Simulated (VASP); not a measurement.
Input:

```
ZrC
1.0
    0.00000     2.35548     2.35548
    2.35548     0.00000     2.35548
    2.35548     2.35548     0.00000
Zr C
1 1
Direct
  0.00000   0.00000   0.00000
  0.50000   0.50000   0.50000
```

Level of theory: PBE GGA, VASP's PBE PAW potentials (set 64) (plane waves; VASP). Numerical set-up: 600 eV cut-off, 12×12×12 Γ-centred mesh, first-order Methfessel-Paxton smearing of 0.10 eV, potentials Zr_sv C.

Energy and stress use the plane-wave basis of the starting cell.

Q: The ions, cell shape and volume at an external pressure of 15.0 GPa are relaxed. Predict the relaxed structure.

A: 
```
ZrC
1.0
    0.00000     2.30880     2.30880
    2.30880     0.00000     2.30880
    2.30880     2.30880     0.00000
Zr C
1 1
Direct
  0.00000   0.00000   0.00000
  0.50000   0.50000   0.50000
```
Space group Fm-3m (225), at a tolerance of 0.03 Å.

Q: How do energy and volume change from the first to the last step?

A: The energy (σ→0) changes by +33.5 meV/atom and the volume by -5.8 %, in 4 ionic steps.

The compound is ZrC in the rock salt structure. This run relaxes it under an external pressure of 15 GPa. Symmetry was kept, so distortions that lower it aren't found.
